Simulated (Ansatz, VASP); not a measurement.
Two plane-wave programs on Hf3Cl

```
Hf Cl
1.0
     0.00000    3.50595    3.50595
     3.50595    0.00000    3.50595
     3.50595    3.50595    0.00000
Hf Cl
3 1
Cartesian
  1.7530 1.7530 1.7530
  5.2589 5.2589 5.2589
  3.5059 3.5059 3.5059
  0.0000 0.0000 0.0000
```

Alike in both runs: functional PBE; k mesh 12 × 12 × 12; occupations gaussian, width 0.1 eV; no spin polarisation.

Ansatz relaxed the structure, and its values are those at the end. VASP's run is a single point on that final structure, the one shown.

|  | VASP | Ansatz |
| --- | --- | --- |
| version | VASP 6.6.1 | Ansatz 0.2.0 |
| potentials or method | VASP PAW PBE potentials, release 64 (Hf_pv, Cl) | scalar-relativistic, plane waves, PAW |
| plane-wave cutoff (eV) | 520 | 420 |
| valence electrons in the cell | 37 | 85 |

```tsv
	VASP	Ansatz	Ansatz less VASP
gap on the k mesh at the Fermi level (eV)	none	none	-
pressure (GPa)	-0.3	0.0	+0.34
```

A gap of «none» marks a metal or a gap that the smearing closes. The two sets of potentials don't hold the same shells in valence.

Caveats: an odd number of electrons without spin polarisation forces a metal; a magnetic or distorted state may lie lower. The runs have no spin-orbit coupling, so splittings on Hf are missing.
